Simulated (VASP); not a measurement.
Here is the system:

```yaml
crystal:
  lattice:
    - [0.00000, 2.53143, 2.53143]
    - [2.53143, 0.00000, 2.53143]
    - [2.53143, 2.53143, 0.00000]
  atoms:
    - { symbol: Pm, position: [0.00000, 0.00000, 0.00000] }
```

The numbers are results of PBEsol GGA, VASP's PBE PAW potentials (set 64) (plane waves; VASP), not measurements. Numerical set-up: 530 eV cut-off, 11×11×11 Γ-centred mesh, first-order Methfessel-Paxton smearing of 0.10 eV, potentials Pm_3.

The 4f electrons are frozen in the core of the lanthanide potential, so 4f levels, which can set the real gap, and their magnetism are missing. Finite-difference elastic constants of metals are sensitive to mesh and smearing; shear constants can be off by tens of GPa.

Question: Give the elastic stiffness tensor with the ions relaxed (GPa, in the frame of the cell).

Answer: 
```
      xx    yy    zz    yz    xz    xy
--  ----  ----  ----  ----  ----  ----
xx  56.6  27.5  27.5   0.0   0.0   0.0
yy  27.5  56.6  27.5   0.0   0.0   0.0
zz  27.5  27.5  56.6   0.0   0.0   0.0
yz   0.0   0.0   0.0  32.8   0.0   0.0
xz   0.0   0.0   0.0   0.0  32.8   0.0
xy   0.0   0.0   0.0   0.0   0.0  32.8
```

Question: What does the run give for the Hill bulk modulus, Hill shear modulus, Young's modulus, Poisson's ratio?

Answer: 
The Hill bulk modulus is 37.2 GPa, the Hill shear modulus comes out as 23.7 GPa and the Young's modulus is 58.6 GPa. The Poisson's ratio is 0.238.

The structure was generated: Pm was put into the fcc type (Fm-3m), which need not be its known phase. It was relaxed first.
